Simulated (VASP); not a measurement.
Input:

```
CELL_PARAMETERS angstrom
      4.20549     0.00000     0.00000
     -2.10274     3.64206     0.00000
      0.00000     0.00000     6.10988
ATOMIC_POSITIONS crystal
  Sn 0.00000 0.00000 0.50000
  Br 0.66667 0.33333 0.22540
  Br 0.33333 0.66667 0.77460
```

All values below come from LDA (Ceperley-Alder, Perdew-Zunger), VASP's LDA PAW potentials (set 64) (plane waves; VASP 6.6.1). Numerical set-up: 400 eV cut-off, 7×7×4 Γ-centred mesh, tetrahedra with Blöchl corrections, potentials Sn_d Br.

The cores are frozen, which limits the accuracy of field gradients.

**Question.** Give the principal components of the electric field gradient (V/Å²) and the asymmetry η at each nucleus.

**Answer.** 
| atom | Vxx | Vyy | Vzz | η |
|---|---|---|---|---|
| Sn1 | -7.8 | -7.8 | 15.7 | 0.00 |
| Br2 | -2.2 | -2.2 | 4.3 | 0.00 |
| Br3 | -2.2 | -2.2 | 4.3 | 0.00 |

The structure comes from a computed database's SnBr2 entry (P-3m1); how it stands against other phases isn't given here. It was relaxed first, which changed the volume by -12 %.
